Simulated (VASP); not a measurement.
Consider the following.

```
CELL_PARAMETERS angstrom
      4.36387     0.00000     0.00000
     -2.18193     3.77922     0.00000
      0.00000     0.00000     4.94472
ATOMIC_POSITIONS crystal
  Nb 0.33333 0.66667 0.93749
  Nb 0.66667 0.33333 0.43749
  Si 0.33333 0.66667 0.43751
  Si 0.66667 0.33333 0.93751
```

All values below come from PBEsol GGA, VASP's PBE PAW potentials (set 64) (plane waves; VASP). Run with 400 eV cut-off, Gaussian smearing of 0.050 eV, potentials Nb_sv Si.

Question: Give the energies of bands 9 to 20 at the high-symmetry points, in eV from the Fermi level.

Answer: 
| band | Γ | M | K | A | L | H |
|---|---|---|---|---|---|---|
| 9 | -9.48 | -8.22 | -7.76 | -7.94 | -6.94 | -6.78 |
| 10 | -7.34 | -7.44 | -7.76 | -7.94 | -6.94 | -6.78 |
| 11 | -2.54 | -3.55 | -2.82 | -3.01 | -4.37 | -4.29 |
| 12 | -2.54 | -2.36 | -2.23 | -3.01 | -4.37 | -4.29 |
| 13 | -2.38 | -1.79 | -2.08 | -3.01 | -2.30 | -2.72 |
| 14 | -2.38 | -1.79 | -2.08 | -3.01 | -2.30 | -2.72 |
| 15 | -2.02 | -1.67 | -1.91 | -2.97 | -2.17 | -1.90 |
| 16 | -1.09 | -1.65 | -1.91 | -2.97 | -2.17 | -1.90 |
| 17 | -1.09 | -0.33 | -1.04 | 1.31 | 0.19 | -0.49 |
| 18 | -0.19 | -0.24 | 0.42 | 1.31 | 0.19 | -0.49 |
| 19 | 1.51 | 0.89 | 1.09 | 1.31 | 0.76 | 1.78 |
| 20 | 1.51 | 1.10 | 1.09 | 1.31 | 0.76 | 1.78 |

It has no gap at this level: it comes out as a metal or semimetal.

The structure was generated: NbSi was put into the wurtzite type (P6_3mc), which need not be its known phase. It was relaxed first, which changed the volume by -36 %. The relaxed cell has space group P6_3/mmc.
